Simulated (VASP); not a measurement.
Input:

```
CELL_PARAMETERS angstrom
      4.73800     0.00000     0.00000
      0.00000     5.75157     0.00000
      0.00000     0.00000     5.24811
ATOMIC_POSITIONS crystal
  Sn 0.50000 0.66546 0.75000
  Sn 0.50000 0.33454 0.25000
  Sn 0.00000 0.83454 0.25000
  Sn 0.00000 0.16546 0.75000
  O  0.73025 0.60717 0.07864
  O  0.26975 0.39283 0.92136
  O  0.76975 0.89283 0.57864
  O  0.23025 0.10717 0.42136
  O  0.23025 0.89283 0.92136
  O  0.76975 0.10717 0.07864
  O  0.26975 0.60717 0.42136
  O  0.73025 0.39283 0.57864
```

Calculation: r2SCAN meta-GGA, VASP's PBE PAW potentials (set 64) (plane waves; VASP). Run with 520 eV cut-off, 5×5×5 Γ-centred mesh, tetrahedra with Blöchl corrections, potentials Sn_d O.

The path is coarsely sampled, so an indirect gap can come out somewhat too large. Unless said otherwise, spin-orbit coupling is left out, though it shifts the bands of the heavy elements here.

### Question
Tabulate the total density of states (states/eV per cell) against energy (eV; zero at the valence-band maximum or, without a gap, the Fermi level).

### Answer

(E (eV), DOS (states/eV)): (-9.95, 0.00); (-9.71, 0.00); (-9.47, 0.00); (-9.11, 0.00); (-8.87, 0.00); (-8.63, 0.00); (-8.39, 0.00); (-8.15, 0.00); (-7.91, 0.00); (-7.55, 0.50); (-7.31, 2.08); (-7.07, 3.32); (-6.83, 6.49); (-6.59, 3.37); (-6.23, 2.71); (-5.99, 3.75); (-5.75, 2.00); (-5.51, 1.93); (-5.27, 1.59); (-4.91, 2.24); (-4.67, 2.88); (-4.43, 6.37); (-4.19, 6.80); (-3.95, 4.94); (-3.71, 6.90); (-3.35, 7.10); (-3.11, 5.64); (-2.87, 6.98); (-2.63, 6.05); (-2.39, 5.59); (-2.03, 7.65); (-1.79, 6.17); (-1.55, 7.27); (-1.31, 11.2); (-1.07, 11.2); (-0.71, 18.0); (-0.47, 8.32); (-0.23, 13.3); (0.01, 1.27); (0.25, 0.00); (0.49, 0.00); (0.85, 0.00); (1.09, 0.00); (1.33, 0.00); (1.57, 0.00); (1.81, 0.00); (2.17, 0.00); (2.41, 0.02); (2.65, 0.05); (2.89, 0.10); (3.13, 0.18); (3.49, 0.28); (3.73, 0.33); (3.97, 0.41); (4.21, 0.57); (4.45, 0.79); (4.69, 1.11); (5.05, 1.27); (5.29, 1.39); (5.53, 1.73)
Within 2 eV below the valence-band maximum the largest weight inside VASP's projection spheres is O p.

The structure comes from a computed database's SnO2 entry (Pbcn); how it stands against other phases isn't given here. It was relaxed first.
